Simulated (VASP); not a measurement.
```
CELL_PARAMETERS angstrom
      3.13456     0.00000     0.00000
      0.00000     3.13456     0.00000
      0.00000     0.00000     3.13456
ATOMIC_POSITIONS crystal
  Co 0.00000 0.00000 0.00000
  Sc 0.50000 0.50000 0.50000
```
Starting moments (μB, in the order of the record's atoms Co Sc): 1.1 -0.4.

Computed with SCAN meta-GGA, VASP's PBE PAW potentials (set 64) (plane waves; VASP 6.6.1). Run with 400 eV cut-off, 13×13×13 Γ-centred mesh, tetrahedra with Blöchl corrections, potentials Co Sc_sv.

Task: Give the spin-up energies of bands 5 to 13 at the high-symmetry points, in eV from the Fermi level.

Result: 
```
band      Γ      X      M      R
----  -----  -----  -----  -----
5     -6.66  -3.64  -3.73  -2.02
6     -3.33  -2.69  -2.80  -2.02
7     -3.32  -2.39  -1.85  -2.02
8     -1.24  -1.42  -1.85  -1.32
9     -1.24  -1.42  -1.35  -1.32
10    -1.24  -1.05  -0.23  -0.62
11     2.26  -0.50   1.38  -0.62
12     2.26   1.70   1.38  -0.62
13     5.19   2.93   2.96   5.93
```

Task: Give the spin-down energies of bands 5 to 13 at the high-symmetry points, in eV from the Fermi level.

Result: 
| band | Γ | X | M | R |
|---|---|---|---|---|
| 5 | -7.13 | -3.38 | -3.27 | -1.77 |
| 6 | -1.87 | -3.09 | -2.85 | -1.77 |
| 7 | -1.87 | -1.03 | -1.62 | -1.76 |
| 8 | -0.87 | -1.02 | -1.62 | -1.11 |
| 9 | -0.87 | -0.61 | 0.89 | -1.11 |
| 10 | -0.87 | -0.02 | 0.89 | -1.11 |
| 11 | 2.97 | 0.88 | 1.99 | 2.03 |
| 12 | 2.98 | 2.25 | 2.09 | 2.04 |
| 13 | 4.72 | 2.35 | 2.53 | 5.44 |

It has no gap at this level: it comes out as a metal or semimetal.

The structure comes from a measured ScCo entry (Pm-3m) of the Crystallography Open Database, whose conditions weren't checked. It was relaxed first.
